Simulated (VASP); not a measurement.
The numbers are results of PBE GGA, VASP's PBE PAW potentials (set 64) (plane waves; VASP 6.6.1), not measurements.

VASP input:

### POSCAR
```
Ag
1.0
  0.0000000000   2.0734843658   2.0734843658
  2.0734843658   0.0000000000   2.0734843658
  2.0734843658   2.0734843658   0.0000000000
Ag
1
Cartesian
  4.1469687316   4.1469687316   4.1469687316
```

### KPOINTS
```
Automatic mesh
0
Gamma
15 15 15
0 0 0
```

### INCAR
```
IBRION=2
ENCUT=500
SYSTEM=Ag
ISMEAR=1   ! Methfessel-Paxton
LCHARG=F
ALGO=Normal   ! blocked Davidson
SIGMA=0.1   ! width (eV)
ISIF=3   ! ions, shape and volume
GGA=PE   ! PBE
LASPH=T
NSW=40
PREC=Accurate
LREAL=F   ! projection in real space or not
NELM=100   ! most electronic steps
EDIFFG=-0.02
EDIFF=1E-6   ! SCF stop (eV)
LWAVE=F
LMAXMIX=4   ! l cut-off of mixed one-centre charges
```

POTCAR, in this order: Ag (PBE.64 set). Program: vasp_std.

Problem. Estimate the energy per atom (σ→0), band gap (on the k-mesh).

Solution. 
```
Item                                                        Result
------------------------  ----------------------------------------
energy per atom (σ→0)                               -2.713 eV/atom
band gap (on the k-mesh)  none (metal, semimetal or under 0.01 eV)
```

**OSZICAR**
```
...
DAV:   5    -0.295730407532E+01   -0.40590E-05   -0.40577E-05  2445   0.664E-02    0.465E+00
DAV:   6    -0.272228304949E+01    0.23502E+00   -0.11542E+00  2207   0.116E+01    0.309E+00
DAV:   7    -0.271572313857E+01    0.65599E-02   -0.82382E-03  2316   0.101E+00    0.176E+00
DAV:   8    -0.271319150141E+01    0.25316E-02   -0.69315E-04  2262   0.265E-01    0.627E-02
DAV:   9    -0.271320045367E+01   -0.89523E-05   -0.73519E-06  2549   0.262E-02    0.138E-02
DAV:  10    -0.271320689457E+01   -0.64409E-05   -0.39084E-06  2353   0.249E-02    0.380E-03
DAV:  11    -0.271320661565E+01    0.27892E-06   -0.72928E-08  1113   0.294E-03
   1 F= -.27132066E+01 E0= -.27130588E+01  d E =-.271321E+01
```

The compound is Ag in the fcc structure. It was relaxed first.
